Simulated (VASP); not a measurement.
# LaScSi: structure and properties in VASP, part 2 of 5

What structure does LaScSi take at this level, and what are its properties? The start is a computed cell from the Materials Project.

VASP 6.6.1; r2SCAN; plane waves and PAW (La, Sc_sv, Si).

Still holding for the runs below: The k-mesh is coarse for a metal.

So far. Step 2 (Full relaxation (r2SCAN)): It ends with a largest force of 0.005 eV/Å and a pressure of -0.03 GPa.

### Step 3. Single point with fields (r2SCAN)

The relaxed cell gets a fresh self-consistent run, on a basis set for its own volume, to fix the density and to check the remaining stress.

Input file INCAR:

```
SYSTEM = LaScSi
PREC = Accurate
ENCUT = 400
EDIFF = 1E-06
NELM = 100
ISMEAR = 1
SIGMA = 0.2
LREAL = .FALSE.
ALGO = Normal
METAGGA = R2SCAN
LASPH = .TRUE.
NBANDS = 32
LORBIT = 11
LWAVE = .FALSE.
LCHARG = .TRUE.
ISIF = 2
LELF = .TRUE.
LVHAR = .TRUE.
```

Input file POSCAR:

```
LaScSi
1.0
    0.0000000000     -4.3593396486      0.0000000000
   -4.3593396486      0.0000000000      0.0000000000
    2.1796698243     -2.1796698243     -8.0579593533
La Sc Si
2 2 2
Direct
    0.3235440838      0.6764559162      0.3529118325
    0.6764559162      0.3235440838      0.6470881675
    0.5000000000      0.0000000000      0.0000000000
    0.0000000000      0.5000000000      0.0000000000
    0.1177636382      0.8822363618      0.7644727237
    0.8822363618      0.1177636382      0.2355272763
```

Input file KPOINTS:

```
Automatic mesh
0
Gamma
5 5 5
0 0 0
```

The projector-augmented-wave data sets are La, Sc_sv and Si (PBE family, release 64).

Started as:

```sh
mpirun -np 4 vasp_std
```

Log:

```text
[banner, memory and clock lines left out]
running    4 mpi-ranks, on    1 nodes
 distrk:  each k-point on    4 cores,    1 groups
 distr:  one band on    1 cores,    4 groups

 POSCAR found type information on POSCAR LaScSi
 POSCAR found :  3 types and       6 ions
 [... a notice as in an earlier step ...]

 LDA part: xc-table for (None), standard interpolation
 POSCAR, INCAR and KPOINTS ok, starting setup
 FFT: planning ... GRIDC
 FFT: planning ... GRID_SOFT
 FFT: planning ... GRID
 WAVECAR not read
 entering main loop
       N       E                     dE             d eps       ncg     rms          rms(c)
DAV:   1     0.712611846551E+03    0.71261E+03   -0.17893E+04  1152   0.174E+03
DAV:   2    -0.336744766728E+01   -0.71598E+03   -0.70585E+03  1896   0.578E+02
DAV:   3    -0.108078080344E+03   -0.10471E+03   -0.10390E+03  2008   0.294E+02
DAV:   4    -0.118516412073E+03   -0.10438E+02   -0.10304E+02  2120   0.743E+01
DAV:   5    -0.119568707122E+03   -0.10523E+01   -0.10412E+01  2168   0.223E+01    0.126E+01
DAV:   6    -0.104499871193E+03    0.15069E+02   -0.31671E+01  1688   0.376E+01    0.601E+00
DAV:   7    -0.103916553935E+03    0.58332E+00   -0.10804E+01  2280   0.165E+01    0.444E+00
DAV:   8    -0.103869588724E+03    0.46965E-01   -0.24017E+00  1728   0.916E+00    0.203E+00
DAV:   9    -0.103878410109E+03   -0.88214E-02   -0.46724E-01  2192   0.422E+00    0.627E-01
DAV:  10    -0.103876496419E+03    0.19137E-02   -0.70576E-02  2104   0.179E+00    0.191E-01
DAV:  11    -0.103877946383E+03   -0.14500E-02   -0.96716E-03  2224   0.732E-01    0.167E-01
DAV:  12    -0.103878024728E+03   -0.78345E-04   -0.11516E-03  2168   0.289E-01    0.809E-02
DAV:  13    -0.103878346448E+03   -0.32172E-03   -0.44768E-04  2152   0.140E-01    0.114E-02
DAV:  14    -0.103878349328E+03   -0.28798E-05   -0.77408E-05  2096   0.634E-02    0.677E-03
DAV:  15    -0.103878351555E+03   -0.22270E-05   -0.21314E-05  1888   0.299E-02    0.451E-03
DAV:  16    -0.103878351816E+03   -0.26068E-06   -0.26244E-06  1384   0.160E-02
   1 F= -.10387835E+03 E0= -.10388042E+03  d E =0.619447E-02
```

The job ended after 49 s (4 MPI ranks of Intel Xeon 6975P-C (Granite Rapids), shared host; peak memory 0.66 GiB).

From OUTCAR (step 3):

```text
  LATTYP: Found a body centered tetragonal cell.
 ALAT       =     4.3593396486
 C/A-ratio  =     3.6968715461

The static configuration has the point symmetry D_4h.

 Found     18 irreducible k-points:

   dimension x,y,z NGX =    28 NGY =   28 NGZ =   56
   dimension x,y,z NGXF=    56 NGYF=   56 NGZF=  112

   ENCUT  =  400.0 eV  29.40 Ry    5.42 a.u.   7.11  7.11 14.07*2*pi/ulx,y,z

   NELECT =      52.0000    total number of electrons

 E-fermi :   6.7977

 k-point     1 :       0.0000    0.0000    0.0000
  band No.  band energies     occupation
    ...
     24       5.8979      2.00000
     25       6.0747      2.00000
     26       6.0747      2.00000
     27       6.6270      2.00505
     28       6.6444      1.96191
     29       7.6820     -0.00000
     30       8.0555     -0.00000
     31       8.0555     -0.00000
     32       8.8881     -0.00000

 k-point     2 :       0.2000    0.0000   -0.0000
  band No.  band energies     occupation
    ...
     22       5.2435      2.00000
     23       5.3664      2.00000
     24       5.4987      2.00000
     25       5.6803      2.00000
     26       6.3512      2.00703
     27       6.9339      0.09393
     28       7.4854     -0.00001
     29       7.4898     -0.00001
     30       7.6195     -0.00000
     31       8.0080     -0.00000
    ...

  Total       -0.0215580     -0.0215580     -0.0521978      0.0000000      0.0000000      0.0000000
  in kB       -0.2255549     -0.2255549     -0.5461303      0.0000000      0.0000000      0.0000000
  external PRESSURE =      -0.3324134 kB  Pullay stress =       0.0000000 kB

  energy-cutoff  :      400.00
  volume of cell :      153.13
      direct lattice vectors                 reciprocal lattice vectors
     0.000000000 -4.359339649  0.000000000     0.000000000 -0.229392541  0.062050450
    -4.359339649  0.000000000  0.000000000    -0.229392541  0.000000000 -0.062050450
     2.179669824 -2.179669824 -8.057959353     0.000000000  0.000000000 -0.124100899

 POSITION                                       TOTAL-FORCE (eV/Angst)
 -----------------------------------------------------------------------------------
     -2.17967     -2.17967     -2.84375        -0.000000      0.000000      0.003984
     -0.00000     -4.35934     -5.21421         0.000000     -0.000000     -0.003984
      0.00000     -2.17967      0.00000         0.000000     -0.000000      0.000000
     -2.17967      0.00000      0.00000         0.000000      0.000000      0.000000
     -2.17967     -2.17967     -6.16009        -0.000000      0.000000     -0.003345
     -0.00000     -4.35934     -1.89787         0.000000     -0.000000      0.003345
 -----------------------------------------------------------------------------------
    total drift:                               -0.000000      0.000000      0.000000

  FREE ENERGIE OF THE ION-ELECTRON SYSTEM (eV)
  ---------------------------------------------------
  free  energy   TOTEN  =      -103.8783518157 eV

  energy  without entropy=     -103.8845462823  energy(sigma->0) =     -103.88041664

[... 3 parts as in an earlier step ...]

[... 7 further parts left out ...]
```

This step gave:

* SCF cycles: 16
* free energy (TOTEN): -103.8784 eV
* energy at zero smearing: -103.8804 eV
* pressure: -0.03324 GPa

Valence electrons inside each PAW sphere by angular momentum. Sphere charges, by row:

```
atom  s (e)  p (e)  d (e)  f (e)  tot (e)
 La1  2.002   5.65  0.752  0.088    8.492
 La2  2.002   5.65  0.752  0.088    8.492
 Sc3  2.233  6.151  0.974      0    9.358
 Sc4  2.233  6.151  0.974      0    9.358
 Si5   0.76  0.935      0      0    1.695
 Si6   0.76  0.935      0      0    1.695
```

Electrostatic potential energy in the ac plane of the conventional cell at fractional y = 0.000, with atoms of La and Sc and Si within 0.2 Å of it. With pseudopotentials it is smooth inside the atoms' cores, unlike the true potential.

Values in eV, 24 rows by 14 columns, each cell a mean:
```
  2   1   0  -3 -11 -20 -27 -28 -24 -16  -7  -1   1   2
-24 -15  -5  -2  -2  -4  -7  -8  -6  -3  -1  -3  -9 -20
-90 -72 -29  -5   0   2   2   2   2   2  -2 -12 -49 -85
-56 -39 -14  -2   2   3   3   3   3   2   0  -6 -24 -49
 -2  -1   1   2   3   3   2   2   2   3   2   2   0  -2
 -4  -3  -1   0   1   2   2   2   2   2   1  -1  -2  -4
-53 -40 -21  -8  -2   1   2   2   1  -1  -5 -13 -30 -48
-93 -91 -58 -21  -6  -1   2   2   1  -3 -11 -35 -78 -93
-73 -60 -33 -12  -3   0   2   3   2  -1  -7 -20 -46 -69
 -9  -7  -4  -2   0   0   1   1   1   0  -1  -3  -6  -8
  2   2   1   0  -4  -9 -12 -13 -11  -6  -2   1   2   2
  3   3   1  -4 -13 -23 -30 -31 -27 -19  -8  -1   2   3
  3   3   1  -3 -11 -21 -27 -28 -24 -17  -7  -1   2   3
  1   1   1   0  -2  -5  -8  -8  -6  -3  -1   0   1   1
-19 -14  -8  -3   0   1   2   2   1   0  -2  -5 -11 -17
-86 -76 -44 -16  -5   0   2   2   1  -2  -8 -26 -60 -83
-92 -86 -52 -19  -6   0   2   2   1  -2 -10 -31 -71 -91
-33 -24 -13  -6  -1   1   2   2   2   0  -3  -8 -18 -29
 -1  -1   0   1   2   2   2   2   2   2   2   1   0  -1
 -7  -4  -1   1   2   3   2   2   2   3   2   1  -2  -6
-75 -56 -21  -4   1   3   3   3   3   2  -1  -9 -36 -68
-80 -61 -24  -5   0   1   1   1   1   1  -1 -10 -40 -74
-10  -6  -2  -1  -3  -8 -12 -13 -11  -6  -2  -2  -4  -8
  2   2   0  -4 -13 -23 -30 -31 -27 -19  -9  -2   1   2
```
Columns run along a (4.4 Å; values clipped at the 3rd and 97th percentile), rows up along c (16.1 Å), edges of the conventional cell, whose origin can differ from the input's. Atoms in or near the plane, at fractional coordinates: La at (0.00, 0.32), La at (0.00, 0.68), Sc at (0.50, 0.50), Sc at (0.50, 0.00), Si at (0.00, 0.12), Si at (0.00, 0.88).

Valence density in the ac plane of the conventional cell at fractional y = 0.000, with atoms of La and Sc and Si within 0.2 Å of it. It is the smooth field of the valence electrons, not physical close to the nuclei.

Ten steps, logarithmic in the rise over the least value, from '0' (-0.03 × 1e0 e/Å³) to '9' (7.35 × 1e0 e/Å³), each cell a mean:
```
22224789863222
33333333333333
03433222223431
33332211223333
33222111122233
33221111111223
66532111123456
36653211124665
66542211123566
43322222222234
22222355432222
22225799963222
22224789863222
22222233322222
54322222222344
56642211123566
46653211124665
55432111112355
22221111111222
33322211122333
23432221223333
13433222223432
33333455433333
22225799963222
```
Columns run along a (4.4 Å), rows up along c (16.1 Å), edges of the conventional cell, whose origin can differ from the input's. Atoms in or near the plane, at fractional coordinates: La at (0.00, 0.32), La at (0.00, 0.68), Sc at (0.50, 0.50), Sc at (0.50, 0.00), Si at (0.00, 0.12), Si at (0.00, 0.88).

ELF in the ac plane of the conventional cell at fractional y = 0.000, with atoms of La and Sc and Si within 0.2 Å of it. It is the smooth field of the valence electrons, not physical close to the nuclei.

Ten even steps from '0' (0.09) to '9' (0.87), each cell a mean:
```
65312688741245
67874111125787
03788521368851
57887421368876
88765311246788
22111233211112
88741022102688
47982001005995
89840011002699
43100000000024
54310123100245
99513799861279
98512688741279
33210001000123
65300011000146
79961001003898
58972001005996
77520123201467
32222233222222
99875311246889
35887521368864
14787411368862
77752223213687
54203799851134
```
Columns run along a (4.4 Å), rows up along c (16.1 Å), edges of the conventional cell, whose origin can differ from the input's. Atoms in or near the plane, at fractional coordinates: La at (0.00, 0.32), La at (0.00, 0.68), Sc at (0.50, 0.50), Sc at (0.50, 0.00), Si at (0.00, 0.12), Si at (0.00, 0.88).

In this run the pressure is -0.03 GPa, small enough to go on.

### Step 4. Bands along the symmetry lines (r2SCAN)

The mesh alone shows little of the dispersion and can miss band extrema, so KPOINTS_OPT adds a path through the symmetry points after the self-consistent cycle.

INCAR, as its differences from that of step 3:

```diff
@@ -11,8 +11,6 @@
 LASPH = .TRUE.
-NBANDS = 32
+NBANDS = 42
 LORBIT = 11
 LWAVE = .FALSE.
-LCHARG = .TRUE.
-ISIF = 2
-LELF = .TRUE.
-LVHAR = .TRUE.
+LCHARG = .FALSE.
+KPAR = 4
```

POSCAR is that of step 3.

KPOINTS is that of step 3.

Input file KPOINTS_OPT:

```
Line mode
16
Line-mode
Reciprocal
  0.00000000   0.00000000   0.00000000 GAMMA
 -0.50000000  -0.50000000   0.00000000 X

 -0.50000000  -0.50000000   0.00000000 X
 -0.46341515  -0.53658485   0.03658485 Y

 -0.46341515  -0.53658485   0.03658485 Y
  0.00000000  -0.53658485   0.26829243 S

  0.00000000  -0.53658485   0.26829243 S
  0.00000000   0.00000000   0.00000000 GAMMA

  0.00000000   0.00000000   0.00000000 GAMMA
  0.00000000   0.00000000  -0.50000000 Z

  0.00000000   0.00000000  -0.50000000 Z
  0.00000000  -0.46341515  -0.26829243 S1

  0.00000000  -0.46341515  -0.26829243 S1
  0.00000000  -0.50000000   0.00000000 N

  0.00000000  -0.50000000   0.00000000 N
 -0.50000000  -0.50000000  -0.25000000 P

 -0.50000000  -0.50000000  -0.25000000 P
 -0.46341515  -0.46341515  -0.50000000 Y1

 -0.46341515  -0.46341515  -0.50000000 Y1
  0.00000000   0.00000000  -0.50000000 Z

 -0.50000000  -0.50000000   0.00000000 X
 -0.50000000  -0.50000000  -0.25000000 P
```

Started as:

```sh
mpirun -np 4 vasp_std
```

Log:

```text
[banner, memory and clock lines left out]
running    4 mpi-ranks, on    1 nodes
 distrk:  each k-point on    1 cores,    4 groups
 distr:  one band on    1 cores,    1 groups

 POSCAR found type information on POSCAR LaScSi
 POSCAR found :  3 types and       6 ions
 [... a notice as in an earlier step ...]

 LDA part: xc-table for (None), standard interpolation
 POSCAR, INCAR and KPOINTS ok, starting setup
 FFT: planning ... GRIDC
 FFT: planning ... GRID_SOFT
 FFT: planning ... GRID
 WAVECAR not read
 entering main loop
       N       E                     dE             d eps       ncg     rms          rms(c)
DAV:   1     0.658238846812E+03    0.65824E+03   -0.17198E+04  1552   0.134E+03
DAV:   2    -0.126779908597E+02   -0.67092E+03   -0.63415E+03  2016   0.430E+02
DAV:   3    -0.110668069672E+03   -0.97990E+02   -0.93740E+02  2396   0.208E+02
DAV:   4    -0.118708369556E+03   -0.80403E+01   -0.77975E+01  2656   0.535E+01
DAV:   5    -0.119630619885E+03   -0.92225E+00   -0.91539E+00  2874   0.163E+01    0.126E+01
DAV:   6    -0.104594266783E+03    0.15036E+02   -0.28845E+01  2446   0.282E+01    0.617E+00
DAV:   7    -0.103926921200E+03    0.66735E+00   -0.10820E+01  2992   0.125E+01    0.455E+00
DAV:   8    -0.103861893148E+03    0.65028E-01   -0.22107E+00  2362   0.709E+00    0.199E+00
DAV:   9    -0.103876615534E+03   -0.14722E-01   -0.36032E-01  2800   0.305E+00    0.521E-01
DAV:  10    -0.103876608913E+03    0.66207E-05   -0.51039E-02  2752   0.135E+00    0.201E-01
DAV:  11    -0.103877815407E+03   -0.12065E-02   -0.69173E-03  2904   0.491E-01    0.169E-01
DAV:  12    -0.103878029941E+03   -0.21453E-03   -0.95767E-04  2888   0.166E-01    0.783E-02
DAV:  13    -0.103878350564E+03   -0.32062E-03   -0.47278E-04  2736   0.103E-01    0.130E-02
DAV:  14    -0.103878349418E+03    0.11462E-05   -0.72981E-05  2896   0.460E-02    0.724E-03
DAV:  15    -0.103878351538E+03   -0.21205E-05   -0.17658E-05  2624   0.192E-02    0.414E-03
DAV:  16    -0.103878351733E+03   -0.19508E-06   -0.28119E-06  2296   0.840E-03
   1 F= -.10387835E+03 E0= -.10388042E+03  d E =0.620240E-02
 Start KPOINTS_OPT (optional k-point list driver)
k-point batch [1-18\176]
       N       E                     dE             ncg
DAV:   1     0.377673844589E+04   -0.12043E+05     1528
DAV:   2    -0.912294235391E+04   -0.12900E+05     2000
DAV:   3    -0.107914359099E+05   -0.16685E+04     2316
DAV:   4    -0.109046980814E+05   -0.11326E+03     2630
DAV:   5    -0.109163237290E+05   -0.11626E+02     2892
DAV:   6    -0.109178050711E+05   -0.14813E+01     2840
DAV:   7    -0.109179682484E+05   -0.16318E+00     2888
DAV:   8    -0.109179915420E+05   -0.23294E-01     2840
DAV:   9    -0.109179935729E+05   -0.20309E-02     2888
DAV:  10    -0.109179938533E+05   -0.28041E-03     2824
DAV:  11    -0.109179938782E+05   -0.24914E-04     2056
DAV:  12    -0.109179938824E+05   -0.42508E-05     2104
DAV:  13    -0.109179938828E+05   -0.40959E-06     1752
[...]
k-point batch [163-176\176]
       N       E                     dE             ncg
DAV:   1     0.618767036355E+04   -0.18037E+05     1200
DAV:   2    -0.356912856490E+04   -0.97568E+04     1576
DAV:   3    -0.475199933871E+04   -0.11829E+04     1844
DAV:   4    -0.483387648295E+04   -0.81877E+02     1972
DAV:   5    -0.484169466122E+04   -0.78182E+01     2194
DAV:   6    -0.484280540637E+04   -0.11107E+01     2232
DAV:   7    -0.484290918284E+04   -0.10378E+00     2160
DAV:   8    -0.484292442086E+04   -0.15238E-01     2216
DAV:   9    -0.484292577990E+04   -0.13590E-02     2208
DAV:  10    -0.484292594894E+04   -0.16904E-03     2176
DAV:  11    -0.484292596453E+04   -0.15581E-04     1632
DAV:  12    -0.484292596671E+04   -0.21799E-05     1632
DAV:  13    -0.484292596696E+04   -0.25069E-06     1344
```

Run time: 5.9 min. Hardware: 4 MPI ranks; peak memory 1.1 GiB; 23 min of CPU time.

Parts of OUTCAR (step 4):

```text
The static configuration has the point symmetry D_4h.

 Found     18 irreducible k-points:

   k-points           NKPTS =     18   k-points in BZ     NKDIM =     18   number of bands    NBANDS=     42

   NELECT =      52.0000    total number of electrons

 E-fermi :   6.7977

 k-point     1 :       0.0000    0.0000    0.0000
  band No.  band energies     occupation
    ...
     24       5.8979      2.00000
     25       6.0747      2.00000
     26       6.0747      2.00000
     27       6.6270      2.00506
     28       6.6446      1.96147
     29       7.6821     -0.00000
     30       8.0555     -0.00000
     31       8.0555     -0.00000
     32       8.8865     -0.00000
     33       8.8883     -0.00000
    ...

 k-point     2 :       0.2000    0.0000   -0.0000
  band No.  band energies     occupation
    ...
     22       5.2436      2.00000
     23       5.3665      2.00000
     24       5.4988      2.00000
     25       5.6803      2.00000
     26       6.3512      2.00703
     27       6.9340      0.09343
     28       7.4854     -0.00001
     29       7.4898     -0.00001
     30       7.6196     -0.00000
     31       8.0080     -0.00000
    ...

  Total       -0.0225820     -0.0225820     -0.0549324      0.0000000      0.0000000      0.0000000
  in kB       -0.2362692     -0.2362692     -0.5747422      0.0000000      0.0000000      0.0000000
  external PRESSURE =      -0.3490935 kB  Pullay stress =       0.0000000 kB

 POSITION                                       TOTAL-FORCE (eV/Angst)
 -----------------------------------------------------------------------------------
     -2.17967     -2.17967     -2.84375        -0.000000      0.000000      0.003130
     -0.00000     -4.35934     -5.21421         0.000000     -0.000000     -0.003130
      0.00000     -2.17967      0.00000        -0.000000     -0.000000      0.000000
     -2.17967      0.00000      0.00000        -0.000000     -0.000000      0.000000
     -2.17967     -2.17967     -6.16009        -0.000000      0.000000     -0.003041
     -0.00000     -4.35934     -1.89787         0.000000     -0.000000      0.003041
 -----------------------------------------------------------------------------------
    total drift:                               -0.000000      0.000000      0.000000

  FREE ENERGIE OF THE ION-ELECTRON SYSTEM (eV)
  ---------------------------------------------------
  free  energy   TOTEN  =      -103.8783517332 eV

  energy  without entropy=     -103.8845541378  energy(sigma->0) =     -103.88041920

[... 8 parts as in an earlier step ...]

[... 5 further parts left out ...]
```

Spin-orbit coupling is off here; with elements this heavy it splits and shifts levels by tenths of an eV or more. The cell is typed on its shortest vectors, so the axes of tensors and the coordinates of k-points follow the printed cell and not the standard setting.

Numbers from this step:

- bands: 42
- pressure: -0.03491 GPa

The electronic bands at the labelled points (eV, zero at the Fermi level; # counts the bands kept, so #1 is VASP's band 17):

```
          point     #7     #8     #9    #10    #11    #12   #13   #14
              Γ  -1.53  -0.90  -0.72  -0.72  -0.17  -0.15  0.88  1.26
0.47 of the way  -1.60  -1.53  -1.15  -0.17   0.04   0.20  0.65  1.18
              X  -1.71  -1.47  -0.33  -0.14   0.23   0.33  0.42  0.60
0.47 of the way  -1.71  -1.48  -0.33  -0.14   0.23   0.32  0.42  0.61
              Y  -1.72  -1.49  -0.33  -0.16   0.22   0.32  0.40  0.63
0.47 of the way  -1.66  -1.35  -0.61  -0.23   0.01   0.29  0.65  0.93
              S  -1.52  -1.11  -1.04  -0.02   0.36   0.64  0.80  1.10
0.47 of the way  -1.46  -1.39  -1.35  -0.19   0.31   0.45  0.58  1.23
              Γ  -1.53  -0.90  -0.72  -0.72  -0.17  -0.15  0.88  1.26
0.47 of the way  -1.16  -1.07  -0.58  -0.58  -0.15   0.17  0.65  1.34
              Z  -1.20  -1.11  -0.41  -0.41  -0.14   0.53  0.64  1.53
0.53 of the way  -1.23  -0.99  -0.51  -0.02   0.29   0.35  0.68  1.18
             S1  -1.52  -1.11  -1.04  -0.02   0.36   0.64  0.80  1.10
0.47 of the way  -1.54  -1.25  -1.03   0.07   0.34   0.64  0.73  1.02
              N  -1.56  -1.35  -1.01   0.15   0.37   0.63  0.70  0.88
0.53 of the way  -1.75  -1.46  -0.53  -0.21  -0.09   0.21  0.72  0.88
              P  -1.59  -1.59  -0.40  -0.07   0.27   0.27  0.53  0.53
0.53 of the way  -1.68  -1.51  -0.36  -0.11   0.24   0.30  0.45  0.59
             Y1  -1.72  -1.49  -0.33  -0.16   0.22   0.32  0.40  0.63
0.47 of the way  -1.78  -0.99  -0.90  -0.10   0.29   0.43  0.81  1.01
              Z  -1.20  -1.11  -0.41  -0.41  -0.14   0.53  0.64  1.53
      jump to X  -1.71  -1.47  -0.33  -0.14   0.23   0.33  0.42  0.60
0.47 of the way  -1.68  -1.51  -0.36  -0.10   0.24   0.30  0.45  0.59
              P  -1.59  -1.59  -0.40  -0.07   0.27   0.27  0.53  0.53
```

Of the projections kept (La, Sc, Si), the largest for each band there; the rest of the weight can lie on other orbitals:

```
point       #7       #8       #9      #10      #11      #12      #13      #14
    Γ  Sc 0.60  La 0.97  Si 0.50  Si 0.50  La 0.54  Sc 0.96  Sc 0.79  La 0.69
    X  Si 0.49  Si 0.47  Sc 0.85  Sc 0.57  La 0.64  La 0.93  Sc 0.90  Sc 0.84
    Y  Si 0.49  Si 0.48  Sc 0.82  Sc 0.58  La 0.66  La 0.88  Sc 0.90  Sc 0.84
    S  Si 0.40  Sc 0.62  Si 0.41  Sc 0.56  Sc 0.60  Sc 0.75  Sc 0.66  Sc 0.52
    Γ  Sc 0.60  La 0.97  Si 0.50  Si 0.50  La 0.54  Sc 0.96  Sc 0.79  La 0.69
    Z  La 0.78  Si 0.61  Si 0.52  Si 0.52  Sc 0.96  Sc 0.76  La 0.94  La 0.96
```

There is no gap at this level.

[end of part 2 of 5]

[Lines on the potential files, build, host, timing and source positions are cut from VASP's logs without a mark.]

[Logs are printed without paths, hosts, clocks, repeated set-up lines and the standing remarks that a program may print on its own settings, such as how far it seeks lower states.]

[Hosts, paths, dates, database ids (printed as entryN), source tags and the programs' standing remarks are cut or masked in the printed files.]

[A measured line is paired with the nearest computed mode of its activity, which favours agreement.]

[In band tables of VASP the shares of atoms and orbitals are scaled to a sum of 1 inside the atoms' spheres.]
